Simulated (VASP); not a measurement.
```yaml
crystal:
  lattice:
    - [2.84179, 0.00000, 0.00000]
    - [0.00000, 2.84179, 0.00000]
    - [0.00000, 0.00000, 2.84179]
  atoms:
    - { symbol: Ga, position: [0.50000, 0.50000, 0.46481] }
    - { symbol: Co, position: [0.00000, 0.00000, 0.00000] }
```

Level of theory: r2SCAN meta-GGA, VASP's PBE PAW potentials (set 64) (plane waves; VASP). Numerical set-up: 480 eV cut-off, 12×12×12 Γ-centred mesh, first-order Methfessel-Paxton smearing of 0.10 eV, potentials Ga_d Co.

### Question
Which forces act on the atoms, in eV/Å?

### Answer

```csv
atom,Fx,Fy,Fz
Ga1,0.000,0.000,0.715
Co2,0.000,0.000,-0.715
```

### Question
Give the stress tensor in GPa (positive for a compressed cell).

### Answer

```
1.67  0.00  0.00
0.00  1.67  0.00
0.00  0.00  1.08
```
The pressure is its mean diagonal, 1.47 GPa.

The compound is CoGa in the CsCl type structure. This cell was strained or had an atom moved on purpose. The run is not spin-polarised, so no magnetic state was tried.
